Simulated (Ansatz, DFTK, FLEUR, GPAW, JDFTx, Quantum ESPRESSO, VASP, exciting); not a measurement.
C: 12 runs at one level of theory

```
C
1.0
     0.00000    1.78337    1.78337
     1.78337    0.00000    1.78337
     1.78337    1.78337    0.00000
C
2
Direct
  0.75000 0.75000 0.75000
  0.50000 0.50000 0.50000
```

Alike in all runs: task band structure; functional PBEsol; k mesh 13 × 13 × 13; occupations fermi-dirac, width 0.05 eV; no spin polarisation; no spin-orbit coupling. Pressure is positive in compression and, in plane waves, holds the error of the finite cutoff, which Ansatz's Pulay term estimates and takes out. Gaps are the smaller of the mesh's and the band path's.

| program and potentials | plane-wave cutoff (eV) | notes | band gap (eV) | pressure (GPa) |
| --- | --- | --- | --- | --- |
| JDFTx, PseudoDojo-SR-PBEsol-0.4.1-standard with smoothed tails | 1116 | - | 4.05 | - |
| Quantum ESPRESSO, SG15 PBE 1.2 | 1197 | potentials made for PBE | 4.00 | -2.71 |
| DFTK, SG15 1.2 (PBE) | 1225 | potentials made for PBE | 4.00 | -2.73 |
| Ansatz, PAW datasets made for the crystal | 540 | - | ? | ? |
| Ansatz, JTH PAW | 780 | potentials made for PBE; Pulay term of +0.28 GPa included | 4.00 | -5.36 |
| GPAW, PAW data sets generated for this functional | 800 | - | 4.00 | -5.16 |
| FLEUR, all-electron, FLAPW | - | - | 4.01 | - |
| Ansatz, Ansatz PAW (files of its older set among them) | 820 | potentials made for PBE, which Ansatz adapts in part | 4.01 | -4.67 |
| JDFTx, SG15-PBE-1.2 with smoothed tails | 1361 | potentials made for PBE | 4.00 | - |
| exciting, all-electron LAPW+lo, shipped species files, valence relativity iora* | - | - | 4.01 | - |
| JDFTx, PseudoDojo-SR-PBEsol-0.4.1-standard | 1116 | - | 4.05 | - |
| VASP, PBE PAW files C, 520 eV | 520 | potentials made for PBE | 4.00 | -3.75 |

Task: Estimate from the other rows what the run with Ansatz, PAW datasets made for the crystal gave.

Result: Band gap 4.02 eV; pressure -4.78 GPa. The other rows, which needn't bracket it: band gap 4.00 to 4.05; pressure -5.36 to -2.71.
